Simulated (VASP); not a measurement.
# BiB (Fm-3m) in VASP: further runs, part 2 of 2

VASP 6.6.1.

## Step 3: Single point, PBEsol

The input, INCAR:

```
SYSTEM = BiB
PREC     = Accurate       ! precision mode
ENCUT    = 520            ! plane-wave cutoff, eV
EDIFF    = 1E-6           ! SCF threshold, eV
ISMEAR   = -1             ! smearing method
SIGMA    = 0.02           ! smearing width, eV
LREAL    = .False.        ! projectors in reciprocal space
LASPH    = .True.         ! aspherical terms in the spheres
NELM     = 60             ! most SCF steps
ALGO     = Fast           ! electronic algorithm
ISIF     = 2              ! what is computed and relaxed
LWAVE    = .False.        ! write WAVECAR
LCHARG   = .True.         ! write CHGCAR
GGA      = PS             ! functional
LELF     = .True.         ! ELF
LVHAR    = .True.       
NBANDS   = 16             ! bands
```

The input, KPOINTS:

```
Automatic mesh
0
Gamma
  6 6 6
  0 0 0
```

The input, POSCAR:

```
BiB
1.0
    0.0000000000      2.6268329169      2.6268329169
    2.6268329169      0.0000000000      2.6268329169
    2.6268329169      2.6268329169      0.0000000000
B Bi
1 1
Direct
    0.0000000000      0.0000000000      0.0000000000
    0.5000000000      0.5000000000      0.5000000000
```

Potentials or basis: VASP PAW PBE potentials, release 64 (B, Bi_d).

Launch:

```sh
> cat potpaw_PBE.64/B/POTCAR potpaw_PBE.64/Bi_d/POTCAR > POTCAR
> mpirun -np 1 vasp_std > vasp.out
```

Wall time 12 s (1 thread of Intel Xeon Platinum 8259CL at 2.50GHz (Skylake/Cascade Lake), shared host); peak memory 0.15 GiB.

Results (log left out):

* Free energy: -9.0113 eV
* Pressure: -2.1 GPa
* Band gap on the k mesh: none (metal or under the smearing width)

Levels at points of the mesh, in eV from the Fermi level:
```
           k point  band 5  band 6  band 7  band 8  band 9  band 10  band 11  band 12  band 13  band 14
(0.00, 0.00, 0.00)  -22.74  -14.25   -0.10   -0.10   -0.10     0.14     6.57     6.57     6.57     8.38
(0.50, 0.00, 0.00)  -22.68  -11.43   -8.38    1.04    1.04     1.83     1.83     2.80     2.83    10.62
(0.50, 0.50, 0.00)  -22.66  -10.48   -6.24   -4.02   -2.94    -2.94     3.92     8.46     8.46     9.18
```

Caveat: the PAW data sets were made with another functional, which shifts forces and pressure a little; spin-orbit coupling is left out, which moves the levels of the heavy elements.

## Step 4: Single point, PBEsol

The input, INCAR:

```
PREC = Accurate ; ENCUT = 520
EDIFF = 1E-6 ; ISMEAR = 0
SIGMA = 0.01 ; LREAL = F
LASPH = T ; NELM = 100
ALGO = Normal ; ISIF = 2
LWAVE = F ; LCHARG = T
GGA = PS ; LELF = T
LVHAR = T ; NBANDS = 16
```

The input, KPOINTS:

```
regular mesh
0
Gamma
  6 6 6
```

POSCAR is that of step 3.

Potentials or basis: VASP PAW PBE potentials, release 64 (B, Bi_d).

Launch:

```sh
> cat potpaw_PBE.64/B/POTCAR potpaw_PBE.64/Bi_d/POTCAR > POTCAR
> mpirun -np 1 vasp_std > vasp.out
```

OUTCAR:

```text
PREC = Accurate
   ENCUT = 520
   EDIFF = 1E-6
   ISMEAR = 0
   LREAL = F
   LASPH = T
   NELM = 100
   ISIF = 2
   GGA = PS

 ion  position               nearest neighbor table
   1  0.000  0.000  0.000-   2 2.63   2 2.63   2 2.63   2 2.63   2 2.63   2 2.63
   2  0.500  0.500  0.500-   1 2.63   1 2.63   1 2.63   1 2.63   1 2.63   1 2.63

  LATTYP: Found a face centered cubic cell.
 ALAT       =     5.2536658338

  Lattice vectors:
[... 479 lines left out ...]
     15      20.2221      0.00000
     16      24.5018      0.00000

------------------------ aborting loop because EDIFF is reached ----------------------------------------

  FORCE on cell =-STRESS in cart. coord.  units (eV):
  Direction    XX          YY          ZZ          XY          YZ          ZX
  --------------------------------------------------------------------------------------
  -------------------------------------------------------------------------------------
  Total       -0.4781805     -0.4781805     -0.4781805      0.0000000      0.0000000      0.0000000
  in kB      -21.1336791    -21.1336791    -21.1336791      0.0000000      0.0000000      0.0000000
  external PRESSURE =     -21.1336791 kB  Pullay stress =       0.0000000 kB

 VOLUME and BASIS-vectors are now :
 -----------------------------------------------------------------------------
  energy-cutoff  :      520.00
  volume of cell :       36.25
      direct lattice vectors                 reciprocal lattice vectors
     0.000000000  2.626832917  2.626832917    -0.190343283  0.190343283  0.190343283
     2.626832917  0.000000000  2.626832917     0.190343283 -0.190343283  0.190343283
     2.626832917  2.626832917  0.000000000     0.190343283  0.190343283 -0.190343283

 POSITION                                       TOTAL-FORCE (eV/Angst)
 -----------------------------------------------------------------------------------
      0.00000      0.00000      0.00000        -0.000000     -0.000000      0.000000
      2.62683      2.62683      2.62683         0.000000      0.000000     -0.000000
 -----------------------------------------------------------------------------------
    total drift:                                0.000000      0.000000      0.000000

  FREE ENERGIE OF THE ION-ELECTRON SYSTEM (eV)
  ---------------------------------------------------
  free  energy   TOTEN  =        -9.0096471197 eV

  energy  without entropy=       -9.0092343407  energy(sigma->0) =       -9.00944073
```

stdout:

```text
POSCAR found type information on POSCAR B Bi
 POSCAR found :  2 types and       2 ions
 scaLAPACK will be used
 -----------------------------------------------------------------------------
|                                                                             |
|                                                                             |
|     You enforced a specific xc type in the INCAR file but a different       |
|     I HOPE YOU KNOW WHAT YOU ARE DOING!                                     |
|                                                                             |
 -----------------------------------------------------------------------------

 LDA part: xc-table for (Slater+PW92), standard interpolation
 POSCAR, INCAR and KPOINTS ok, starting setup
 FFT: planning ... GRIDC
 FFT: planning ... GRID_SOFT
 FFT: planning ... GRID
 WAVECAR not read
 entering main loop
```

Run time: 9.8 s. Hardware: 1 thread of Intel Xeon Platinum 8259CL at 2.50GHz (Skylake/Cascade Lake), shared host; peak memory 0.15 GiB.

What came out:

- Free energy: -9.0096 eV
- Pressure: -2.1 GPa
- Band gap on the k mesh: none (metal or under the smearing width)

Levels at points of the mesh, in eV from the Fermi level:
| k point | band 7 | band 8 | band 9 | band 10 | band 11 | band 12 |
| --- | --- | --- | --- | --- | --- | --- |
| (0.00, 0.00, 0.00) | -0.10 | -0.10 | -0.10 | 0.14 | 6.57 | 6.57 |
| (0.50, 0.00, 0.00) | -8.38 | 1.03 | 1.03 | 1.82 | 1.82 | 2.80 |
| (0.50, 0.50, 0.00) | -6.24 | -4.03 | -2.95 | -2.95 | 3.92 | 8.46 |

Caveat: the PAW data sets were made with another functional, which shifts forces and pressure a little; spin-orbit coupling is left out, which moves the levels of the heavy elements.

## Step 5: Overview

| level | k mesh | smearing | exchange at q = 0 | grid for exact exchange (PRECFOCK) | screening parameter | mesh quality | gap on the mesh (eV) | pressure (GPa) |
| --- | --- | --- | --- | --- | --- | --- | --- | --- |
| HSE06 | 4 × 4 × 4 | fermi-dirac 0.02 eV | truncated | Normal | 0.2079 1/A | coarse | none | 0.7 |
| PBEsol | 6 × 6 × 6 | fermi-dirac 0.02 eV | - | - | - | not flagged | none | -2.1 |
| PBEsol | 6 × 6 × 6 | gaussian 0.01 eV | - | - | - | not flagged | none | -2.1 |

Alike in all rows: task single point; potentials or basis VASP PAW PBE potentials, release 64 (B, Bi_d); no spin polarisation; cell as given; cutoff (eV) 520.

Caveats: some runs use coarse meshes; the PAW data sets were made with another functional, which shifts forces and pressure a little; spin-orbit coupling is left out, which moves the levels of the heavy elements.

Absolute energies hang on the potentials; compare differences alone.
